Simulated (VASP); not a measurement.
Method: PBEsol GGA, VASP's PBE PAW potentials (set 64) (plane waves; VASP).

The input files of a VASP run:

### INCAR
```
ALGO=Normal
EDIFF=1E-7
EDIFFG=-0.01
ENCUT=480
GGA=PS
IBRION=2
ISIF=3
ISMEAR=1
LASPH=.True.
LCHARG=.False.
LMAXMIX=4
LREAL=.False.
LWAVE=.False.
NELM=100
NSW=40
PREC=Accurate
PSTRESS=50
SIGMA=0.1
SYSTEM=Cu
```

### POSCAR
```
Cu
1
    0.0000000000     1.7815983227     1.7815983227
    1.7815983227     0.0000000000     1.7815983227
    1.7815983227     1.7815983227     0.0000000000
Cu
1
Direct
  0.0000000000   0.0000000000   0.0000000000
```

**KPOINTS**
```
kpoints
0
G
  16 16 16
0 0 0
```

POTCAR, in this order: Cu (PBE.64 set). Program: vasp_std.

The run wrote:

**OSZICAR**
```
       N       E                     dE             d eps       ncg     rms          rms(c)
DAV:   1     0.332693134175E+02    0.33269E+02   -0.55051E+03  2682   0.195E+03
DAV:   2    -0.497707223976E+01   -0.38246E+02   -0.36291E+02  2623   0.193E+02
DAV:   3    -0.540209665280E+01   -0.42502E+00   -0.42418E+00  3129   0.296E+01
DAV:   4    -0.540498683303E+01   -0.28902E-02   -0.28899E-02  3169   0.215E+00
DAV:   5    -0.540501921515E+01   -0.32382E-04   -0.32381E-04  3197   0.185E-01    0.843E+00
DAV:   6    -0.473656744424E+01    0.66845E+00   -0.19807E+01  2738   0.104E+02    0.412E+00
DAV:   7    -0.432229789866E+01    0.41427E+00   -0.29476E+00  2784   0.398E+01    0.582E-01
DAV:   8    -0.430952080389E+01    0.12777E-01   -0.60176E-03  2968   0.155E+00    0.328E-01
DAV:   9    -0.430756388890E+01    0.19569E-02   -0.12157E-02  2862   0.233E+00    0.241E-02
DAV:  10    -0.430757059085E+01   -0.67020E-05   -0.37134E-05  3814   0.122E-01    0.643E-03
DAV:  11    -0.430757138036E+01   -0.78950E-06   -0.66720E-07  2904   0.188E-02    0.499E-04
DAV:  12    -0.430757133890E+01    0.41458E-07   -0.13662E-08  1653   0.250E-03
   1 F= -.39546168E+01 E0= -.39546255E+01  d E =-.395462E+01
       N       E                     dE             d eps       ncg     rms          rms(c)
DAV:   1    -0.479759181491E+01   -0.49002E+00   -0.94474E+00  2743   0.763E+01    0.599E+00
DAV:   2    -0.446738274429E+01    0.33021E+00   -0.78861E+00  2724   0.657E+01    0.236E+00
DAV:   3    -0.430449960151E+01    0.16288E+00   -0.11407E+00  2701   0.251E+01    0.753E-01
DAV:   4    -0.429280052201E+01    0.11699E-01   -0.91211E-03  3063   0.137E+00    0.870E-02
DAV:   5    -0.429247896870E+01    0.32155E-03   -0.23613E-03  2951   0.115E+00    0.296E-02
DAV:   6    -0.429246522815E+01    0.13741E-04   -0.36693E-05  3551   0.118E-01    0.504E-03
DAV:   7    -0.429246432920E+01    0.89894E-06   -0.19732E-06  2884   0.292E-02    0.562E-04
DAV:   8    -0.429246444592E+01   -0.11672E-06   -0.13564E-08  1513   0.249E-03    0.960E-05
DAV:   9    -0.429246447149E+01   -0.25568E-07   -0.24042E-09  1358   0.785E-04
   2 F= -.39553817E+01 E0= -.39554083E+01  d E =-.764948E-03
       N       E                     dE             d eps       ncg     rms          rms(c)
DAV:   1    -0.440868689286E+01   -0.11622E+00   -0.21274E+00  2732   0.387E+01    0.265E+00
DAV:   2    -0.433294151142E+01    0.75745E-01   -0.14429E+00  2729   0.275E+01    0.939E-01
DAV:   3    -0.430596642969E+01    0.26975E-01   -0.21198E-01  2712   0.109E+01    0.384E-01
DAV:   4    -0.430296888380E+01    0.29975E-02   -0.45871E-03  3581   0.946E-01    0.264E-02
DAV:   5    -0.430296959332E+01   -0.70952E-06   -0.55346E-05  3073   0.159E-01    0.119E-02
DAV:   6    -0.430296902401E+01    0.56931E-06   -0.52709E-06  3420   0.429E-02    0.552E-04
DAV:   7    -0.430296899633E+01    0.27673E-07   -0.25234E-08  1566   0.288E-03
   3 F= -.39585387E+01 E0= -.39585596E+01  d E =-.392191E-02
```

OUTCAR:
```
------------------------ aborting loop because EDIFF is reached ----------------------------------------
  FORCE on cell =-STRESS in cart. coord.  units (eV):
  Direction    XX          YY          ZZ          XY          YZ          ZX
  --------------------------------------------------------------------------------------
  Total        0.3438963      0.3438963      0.3438963      0.0000000      0.0000000      0.0000000
  in kB       49.9224734     49.9224734     49.9224734      0.0000000      0.0000000      0.0000000
  external PRESSURE =      -0.0775266 kB  Pullay stress =      50.0000000 kB
  volume of cell :       11.04
      direct lattice vectors                 reciprocal lattice vectors
    -0.000000000  1.767138751  1.767138751    -0.282943260  0.282943260  0.282943260
     1.767138751 -0.000000000  1.767138751     0.282943260 -0.282943260  0.282943260
     1.767138751  1.767138751  0.000000000     0.282943260  0.282943260 -0.282943260
 POSITION                                       TOTAL-FORCE (eV/Angst)
 -----------------------------------------------------------------------------------
      0.00000     -0.00000      0.00000         0.000000      0.000000     -0.000000
 -----------------------------------------------------------------------------------
    total drift:                                0.000000     -0.000000      0.000000
  FREE ENERGIE OF THE ION-ELECTRON SYSTEM (eV)
  ---------------------------------------------------
  free  energy   TOTEN  =        -4.3029689963 eV

  energy  without entropy=       -4.3030318896  energy(sigma->0) =       -4.30298996
  enthalpy is  TOTEN    =        -3.9585386810 eV   P V=        0.3444303153

 reached required accuracy - stopping structural energy minimisation
```
(Selected blocks of OUTCAR.)

File CONTCAR:
```
Cu
   1.00000000000000
    -0.0000000000000000    1.7671387512698871    1.7671387512698871
     1.7671387512698871   -0.0000000000000000    1.7671387512698871
     1.7671387512698871    1.7671387512698871    0.0000000000000000
  Cu
     1
Direct
     0.0000000000000000    0.0000000000000000    0.0000000000000000
```

Energy and stress use the plane-wave basis of the starting cell.

The compound is Cu in the fcc structure. This run relaxes it under an external pressure of 5 GPa. Symmetry was kept, so distortions that lower it aren't found.
